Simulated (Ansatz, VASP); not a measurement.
## Cross-check of Al3GaN4 between VASP and Ansatz

Wanted: the spread between two codes on one cell, functional and k mesh. The cell is taken from a series of runs on this material, whose earlier steps may have relaxed, scaled, displaced or heated it; both programs get it as it stands.

Calculated with Ansatz 0.2.0; plane waves, with VASP 6.6.1 beside it; relaxation of cell and atoms at r2SCAN.

## Step 1: The starting structure

It takes space group Cmc2_1 (No. 36, orthorhombic). The conventional cell has a = 6.238 Å, b = 10.805 Å, c = 5.072 Å, α = 90.00°, β = 90.00°, γ = 90.00°. Ga has 4 N at 1.91 Å nearest. Nearest to Al lie 4 N at 1.91 Å. Al has 4 N at 1.91 Å nearest. N has 4 Al at 1.91 Å nearest. N has 3 Al at 1.91 Å and 1 Ga at 1.91 Å nearest. Nearest to N lie 2 Ga at 1.91 Å and 2 Al at 1.91 Å. Farther neighbours and most contacts between anions are not listed.

As a file:

```xyz
16
Lattice="6.2384 0.0000 0.0000 -3.1192 5.4027 0.0000 0.0000 0.0000 5.0716" Properties=species:S:1:pos:R:3 pbc="T T T"
Ga    1.5596    4.5022    0.0000
Ga    3.1192    3.6018    2.5358
Al    0.0000    1.8009    0.0000
Al    1.5596    0.9004    2.5358
Al   -1.5596    4.5022    0.0000
Al    0.0000    3.6018    2.5358
Al    3.1192    1.8009    0.0000
Al    4.6788    0.9004    2.5358
N     1.5596    0.9004    0.6284
N     0.0000    1.8009    3.1642
N     0.0000    3.6018    0.6284
N    -1.5596    4.5022    3.1642
N     4.6788    0.9004    0.6284
N     3.1192    1.8009    3.1642
N     3.1192    3.6018    0.6284
N     1.5596    4.5022    3.1642
```

## Step 2: VASP: relaxation of cell and atoms, r2SCAN

The relaxed volume is the usual yardstick between codes: in a stiff, nearly cubic crystal its relative difference is about their pressure difference at one cell divided by the bulk modulus.

Lines of VASP's logs that name or quote its potential files are left out, and so is its time.

Contents of INCAR:

```
SYSTEM = Al3GaN4
PREC = Accurate
ENCUT = 660
EDIFF = 1E-07
NELM = 120
ISMEAR = -1
SIGMA = 0.02
LREAL = .FALSE.
ALGO = Normal
METAGGA = R2SCAN
LASPH = .TRUE.
NBANDS = 58
LORBIT = 11
LWAVE = .FALSE.
LCHARG = .FALSE.
ISIF = 3
IBRION = 2
NSW = 80
EDIFFG = -0.005
GGA_COMPAT = .FALSE.
NELMIN = 4
EFERMI = MIDGAP
LMIXTAU = .TRUE.
KPAR = 4
```

Contents of POSCAR:

```
Al3GaN4
1.0
    6.2384493900      0.0000000000      0.0000000000
   -3.1192247000      5.4026556600      0.0000000000
    0.0000000000      0.0000000000      5.0715522300
Ga Al N
2 6 8
Direct
    0.6666666700      0.8333333300      0.0000000000
    0.8333333300      0.6666666700      0.5000000000
    0.1666666700      0.3333333300      0.0000000000
    0.3333333300      0.1666666700      0.5000000000
    0.1666666700      0.8333333300      0.0000000000
    0.3333333300      0.6666666700      0.5000000000
    0.6666666700      0.3333333300      0.0000000000
    0.8333333300      0.1666666700      0.5000000000
    0.3333333300      0.1666666700      0.1239072100
    0.1666666700      0.3333333300      0.6239072100
    0.3333333300      0.6666666700      0.1239072100
    0.1666666700      0.8333333300      0.6239072100
    0.8333333300      0.1666666700      0.1239072100
    0.6666666700      0.3333333300      0.6239072100
    0.8333333300      0.6666666700      0.1239072100
    0.6666666700      0.8333333300      0.6239072100
```

Contents of KPOINTS:

```
Automatic mesh
0
Gamma
5 5 5
0 0 0
```

Potentials, in the order of the species: Ga_d, Al and N (PBE family, release 64).

On the command line:

```console
mpirun -np 4 vasp_std
```

Numbers of over 12 decimals in the logs are rounded to 6 here.

The log of the run:

```text
[banner, memory and clock lines left out]
running    4 mpi-ranks, on    1 nodes
 distrk:  each k-point on    1 cores,    4 groups
 distr:  one band on    1 cores,    1 groups

 POSCAR found type information on POSCAR GaAlN
 POSCAR found :  3 types and      16 ions
|                                                                             |
|               ----> ADVICE to this user running VASP <----                  |
|                                                                             |
|     You enforced a specific xc type in the INCAR file but a different       |
|     [... a line on the potential file left out ...]
|     I HOPE YOU KNOW WHAT YOU ARE DOING!                                     |
|                                                                             |

 LDA part: xc-table for (None), standard interpolation
 POSCAR, INCAR and KPOINTS ok, starting setup
 FFT: planning ... GRIDC
 FFT: planning ... GRID_SOFT
 FFT: planning ... GRID
 WAVECAR not read
 entering main loop
       N       E                     dE             d eps       ncg     rms          rms(c)
DAV:   1     0.925271844644E+03    0.92527E+03   -0.43019E+04  3586   0.222E+03
DAV:   2     0.153583853367E+02   -0.90991E+03   -0.82935E+03  3412   0.652E+02
DAV:   3    -0.179189008331E+03   -0.19455E+03   -0.18873E+03  3628   0.219E+02
DAV:   4    -0.194331203329E+03   -0.15142E+02   -0.15001E+02  4026   0.661E+01
DAV:   5    -0.194840066875E+03   -0.50886E+00   -0.50706E+00  4136   0.123E+01    0.240E+01
DAV:   6    -0.162164879691E+03    0.32675E+02   -0.52130E+01  4902   0.537E+01    0.973E+00
DAV:   7    -0.156560529672E+03    0.56044E+01   -0.65068E+00  3666   0.139E+01    0.568E+00
DAV:   8    -0.166132482463E+03   -0.95720E+01   -0.68589E+00  4170   0.170E+01    0.450E+00
DAV:   9    -0.159908050262E+03    0.62244E+01   -0.31543E+00  3292   0.108E+01    0.814E-01
DAV:  10    -0.158847368552E+03    0.10607E+01   -0.63859E-01  4138   0.518E+00    0.404E-01
DAV:  11    -0.158861823532E+03   -0.14455E-01   -0.15515E-01  3458   0.268E+00    0.569E-01
DAV:  12    -0.158871068186E+03   -0.92447E-02   -0.76264E-03  4434   0.506E-01    0.500E-01
DAV:  13    -0.158882241442E+03   -0.11173E-01   -0.49643E-03  4534   0.102E+00    0.333E-01
DAV:  14    -0.158922712217E+03   -0.40471E-01   -0.14465E-02  3270   0.800E-01    0.129E-01
[...]
DAV:  20    -0.158923774028E+03   -0.10189E-04   -0.13659E-05  4058   0.716E-02    0.628E-03
DAV:  21    -0.158923765751E+03    0.82777E-05   -0.31411E-06  4042   0.143E-02    0.121E-02
DAV:  22    -0.158923781159E+03   -0.15408E-04   -0.46424E-06  4010   0.316E-02    0.723E-03
DAV:  23    -0.158923782787E+03   -0.16285E-05   -0.10674E-06  4034   0.133E-02    0.775E-03
DAV:  24    -0.158923784009E+03   -0.12215E-05   -0.33026E-07  3096   0.890E-03    0.405E-03
DAV:  25    -0.158923784575E+03   -0.56668E-06   -0.29513E-07  3402   0.121E-02    0.139E-03
DAV:  26    -0.158923784740E+03   -0.16445E-06   -0.36242E-07  3048   0.455E-03    0.146E-03
DAV:  27    -0.158923784715E+03    0.24357E-07   -0.16253E-08  1796   0.155E-03
   1 F= -.15892378E+03 E0= -.15892378E+03  d E =-.158924E+03
[... from here on, the cycles between the ionic steps are left out ...]
   3 F= -.15911599E+03 E0= -.15911599E+03  d E =-.192207E+00
   4 F= -.15913099E+03 E0= -.15913099E+03  d E =-.149986E-01
   5 F= -.15913153E+03 E0= -.15913153E+03  d E =-.155402E-01
   6 F= -.15913273E+03 E0= -.15913273E+03  d E =-.119608E-02
   7 F= -.15913275E+03 E0= -.15913275E+03  d E =-.121506E-02
   8 F= -.15913301E+03 E0= -.15913301E+03  d E =-.259634E-03
   9 F= -.15913301E+03 E0= -.15913301E+03  d E =-.261538E-03
  10 F= -.15913308E+03 E0= -.15913308E+03  d E =-.691209E-04
  11 F= -.15913308E+03 E0= -.15913308E+03  d E =-.736935E-04
 curvature:  -0.77 expect dE=-0.234E-04 dE for cont linesearch -0.916E-07
 trial: gam= 0.22666 g(F)=  0.276E-04 g(S)=  0.271E-05 ort = 0.413E-05 (trialstep = 0.999E+00)
 search vector abs. value=  0.395E-04
 bond charge predicted
       N       E                     dE             d eps       ncg     rms          rms(c)
DAV:   1    -0.159133096469E+03   -0.14289E-04   -0.54681E-03  3386   0.362E-01    0.186E-02
DAV:   2    -0.159133103822E+03   -0.73524E-05   -0.15929E-04  4176   0.849E-02    0.104E-02
DAV:   3    -0.159133100801E+03    0.30206E-05   -0.11032E-05  4354   0.215E-02    0.454E-03
DAV:   4    -0.159133100061E+03    0.74002E-06   -0.35789E-06  3484   0.135E-02    0.147E-03
DAV:   5    -0.159133100176E+03   -0.11499E-06   -0.14297E-06  3402   0.828E-03    0.831E-04
DAV:   6    -0.159133100517E+03   -0.34058E-06   -0.41618E-07  3182   0.409E-03    0.509E-04
DAV:   7    -0.159133100589E+03   -0.72164E-07   -0.34453E-08  1998   0.124E-03
  12 F= -.15913310E+03 E0= -.15913310E+03  d E =-.183247E-04
 trial-energy change:   -0.000018  1 .order   -0.000019   -0.000031   -0.000007
 step:   1.4932(harm=  1.3111)  dis= 0.00078  next Energy=  -159.133102 (dE=-0.200E-04)
 reached required accuracy - stopping structural energy minimisation
```

Parts of OUTCAR (step 2):

```text
ion  position               nearest neighbor table
   1  0.667  0.833  0.000-  15 1.91  16 1.91  11 1.91  13 1.91   6 3.11   6 3.11   8 3.11   8 3.11
                             5 3.12   5 3.12   3 3.12   3 3.12   7 3.12   7 3.12
   2  0.833  0.667  0.500-  16 1.91  15 1.91  12 1.91  14 1.91   5 3.11   5 3.11   7 3.11   7 3.11
                             6 3.12   6 3.12   4 3.12   4 3.12   8 3.12   8 3.12
   3  0.167  0.333  0.000-   9 1.91  10 1.91  13 1.91  11 1.91   4 3.11   4 3.11   8 3.11   8 3.11
                             6 3.11   6 3.11   7 3.12   7 3.12   1 3.12   1 3.12   5 3.12   5 3.12
   4  0.333  0.167  0.500-  10 1.91   9 1.91  14 1.91  12 1.91   3 3.11   3 3.11   7 3.11   7 3.11
                             5 3.11   5 3.11   8 3.12   8 3.12   2 3.12   2 3.12   6 3.12   6 3.12
   5  0.167  0.833  0.000-  11 1.91  12 1.91  15 1.91   9 1.91   6 3.11   6 3.11   2 3.11   2 3.11
                             4 3.11   4 3.11   1 3.12   1 3.12   7 3.12   7 3.12   3 3.12   3 3.12
   6  0.333  0.667  0.500-  12 1.91  11 1.91  16 1.91  10 1.91   5 3.11   5 3.11   1 3.11   1 3.11
                             3 3.11   3 3.11   2 3.12   2 3.12   8 3.12   8 3.12   4 3.12   4 3.12
   7  0.667  0.333  0.000-  13 1.91  14 1.91   9 1.91  15 1.91   8 3.11   8 3.11   4 3.11   4 3.11
                             2 3.11   2 3.11   3 3.12   3 3.12   5 3.12   5 3.12   1 3.12   1 3.12
   8  0.833  0.167  0.500-  14 1.91  13 1.91  10 1.91  16 1.91   7 3.11   7 3.11   3 3.11   3 3.11
                             1 3.11   1 3.11   4 3.12   4 3.12   6 3.12   6 3.12   2 3.12   2 3.12
   9  0.333  0.167  0.124-   3 1.91   4 1.91   7 1.91   5 1.91
  10  0.167  0.333  0.624-   4 1.91   3 1.91   8 1.91   6 1.91
  11  0.333  0.667  0.124-   5 1.91   6 1.91   1 1.91   3 1.91
  12  0.167  0.833  0.624-   6 1.91   5 1.91   2 1.91   4 1.91
  13  0.833  0.167  0.124-   7 1.91   8 1.91   3 1.91   1 1.91
  14  0.667  0.333  0.624-   8 1.91   7 1.91   4 1.91   2 1.91
  15  0.833  0.667  0.124-   1 1.91   2 1.91   5 1.91   7 1.91
  16  0.667  0.833  0.624-   2 1.91   1 1.91   6 1.91   8 1.91

  LATTYP: Found a hexagonal cell.
 ALAT       =     6.2384493900
 C/A-ratio  =     0.8129507692

 Subroutine GETGRP returns: Found  4 space group operations
 (whereof  1 operations were pure point group operations)

The static configuration has the point symmetry C_1 .
 The point group associated with its full space group is C_2v.

 Found     27 irreducible k-points:

   k-points           NKPTS =     27   k-points in BZ     NKDIM =     27   number of bands    NBANDS=     58

   dimension x,y,z NGX =    54 NGY =   54 NGZ =   42
   dimension x,y,z NGXF=   108 NGYF=  108 NGZF=   84

   ENCUT  =  660.0 eV  48.51 Ry    6.96 a.u.  13.07 13.07 10.62*2*pi/ulx,y,z

   NELECT =      84.0000    total number of electrons

 k-points in reciprocal lattice and weights: Automatic mesh
   0.00000000  0.00000000  0.00000000       0.008
   0.20000000  0.00000000  0.00000000       0.032
  -0.20000000  0.20000000  0.00000000       0.016
   0.40000000  0.00000000  0.00000000       0.032
  -0.40000000  0.40000000  0.00000000       0.016
   0.20000000  0.20000000  0.00000000       0.016
  -0.20000000  0.40000000  0.00000000       0.032
   0.40000000  0.20000000  0.00000000       0.032
   0.40000000  0.40000000  0.00000000       0.016
[...]
0.40000000  0.20000000  0.40000000       0.064
   0.40000000  0.40000000  0.40000000       0.032

 average (electrostatic) potential at core
       1 -67.2127       2 -67.2127       3 -74.9272       4 -74.9272       5 -74.8792
       6 -74.8792       7 -74.8792       8 -74.8792       9 -63.1731      10 -63.1731
      11 -63.2723      12 -63.2723      13 -63.2723      14 -63.2723      15 -63.4270
      16 -63.4270

 E-fermi :   7.7249

 k-point     1 :       0.0000    0.0000    0.0000
  band No.  band energies     occupation
    ...
     38       4.9216      2.00000
     39       4.9935      2.00000
     40       5.5551      2.00000
     41       5.5978      2.00000
     42       5.6332      2.00000
     43       9.8165      0.00000
     44      11.4702      0.00000
     45      11.9065      0.00000
     46      11.9784      0.00000
     47      12.1546      0.00000
    ...

 k-point     2 :       0.2000    0.0000    0.0000
  band No.  band energies     occupation
    ...
     38       4.6699      2.00000
     39       4.9344      2.00000
     40       4.9801      2.00000
     41       5.5510      2.00000
     42       5.5719      2.00000
     43      10.4183      0.00000
     44      11.8605      0.00000
     45      12.0781      0.00000
     46      12.1905      0.00000
     47      12.4158      0.00000
    ...

 k-point     3 :      -0.2000    0.2000    0.0000
  band No.  band energies     occupation
    ...
     38       4.5945      2.00000
     39       5.0015      2.00000
     40       5.0053      2.00000
     41       5.5169      2.00000
     42       5.5707      2.00000
     43      10.4009      0.00000
     44      11.9998      0.00000
     45      12.0128      0.00000
     46      12.1767      0.00000
     47      12.3112      0.00000
    ...

  Total       -0.0138669     -0.0158440      0.0018482     -0.0017122      0.0000000      0.0000000
  in kB       -0.1304316     -0.1490281      0.0173836     -0.0161050      0.0000000      0.0000000
  external PRESSURE =      -0.0873587 kB  Pullay stress =       0.0000000 kB

  energy-cutoff  :      660.00
  volume of cell :      170.34
      direct lattice vectors                 reciprocal lattice vectors
     6.248235508  0.001698550  0.000000000     0.160020084  0.092329647  0.000000000
    -3.122646771  5.411979962  0.000000000    -0.000050222  0.184746281  0.000000000
     0.000000000  0.000000000  5.036469934     0.000000000  0.000000000  0.198551766

 POSITION                                       TOTAL-FORCE (eV/Angst)
 -----------------------------------------------------------------------------------
      1.55335      4.51685      0.00598        -0.000592      0.000342     -0.001799
      3.13504      3.60366      2.52421         0.000592     -0.000342     -0.001799
      0.00229      1.80324      0.01233         0.000434     -0.000251     -0.001628
      1.56051      0.90360      2.53057        -0.000434      0.000251     -0.001628
     -1.55256      4.51807      0.00996        -0.001243      0.001851     -0.000399
     -0.00729      3.60075      2.52820         0.001243     -0.001851     -0.000399
      3.12199      1.79406      0.00996        -0.002224      0.000151     -0.000399
      4.68904      0.91448      2.52820         0.002224     -0.000151     -0.000399
      1.56038      0.90367      0.62249        -0.001570      0.000907      0.003484
      0.00242      1.80316      3.14073         0.001570     -0.000907      0.003484
     -0.03730      3.58414      0.63349        -0.001680      0.000338      0.000880
     -1.52255      4.53468      3.15173         0.001680     -0.000338      0.000880
      4.68842      0.94877      0.63349        -0.001133      0.001286      0.000880
      3.12261      1.75977      3.15173         0.001133     -0.001286      0.000880
      3.16100      3.58867      0.56850        -0.001194      0.000690     -0.001018
      1.52738      4.53185      3.08674         0.001194     -0.000690     -0.001018
 -----------------------------------------------------------------------------------
    total drift:                               -0.000000     -0.000001     -0.075132

  FREE ENERGIE OF THE ION-ELECTRON SYSTEM (eV)
  ---------------------------------------------------
  free  energy   TOTEN  =      -159.1331005888 eV

  energy  without entropy=     -159.1331005888  energy(sigma->0) =     -159.13310059

 reached required accuracy - stopping structural energy minimisation

 total charge
# of ion       s       p       d       tot
------------------------------------------
    1        0.752   0.890  10.199  11.841
    2        0.752   0.890  10.199  11.841
    3        0.367   0.445   0.000   0.812
    4        0.367   0.445   0.000   0.812
    5        0.369   0.450   0.000   0.818
    6        0.369   0.450   0.000   0.818
    7        0.369   0.450   0.000   0.818
    8        0.369   0.450   0.000   0.818
    9        1.226   2.653   0.000   3.879
   10        1.226   2.653   0.000   3.879
   11        1.228   2.639   0.000   3.866
   12        1.228   2.639   0.000   3.866
   13        1.228   2.639   0.000   3.866
   14        1.228   2.639   0.000   3.866
   15        1.229   2.615   0.000   3.844
   16        1.229   2.615   0.000   3.844
--------------------------------------------------
tot         13.532  25.559  20.398  59.489

[... 3 further parts left out ...]
```

The run keeps the 4 symmetry operations of its start, so it cannot find a distortion of lower symmetry.

(Continued in part 2 of 2.)

[Lines on the potential files, build, host, timing and source positions are cut from VASP's logs without a mark.]

[Logs are printed without paths, hosts, clocks, repeated set-up lines and the standing remarks that a program may print on its own settings, such as how far it seeks lower states.]

[Hosts, paths, dates, database ids (printed as entryN), source tags and the programs' standing remarks are cut or masked in the printed files.]
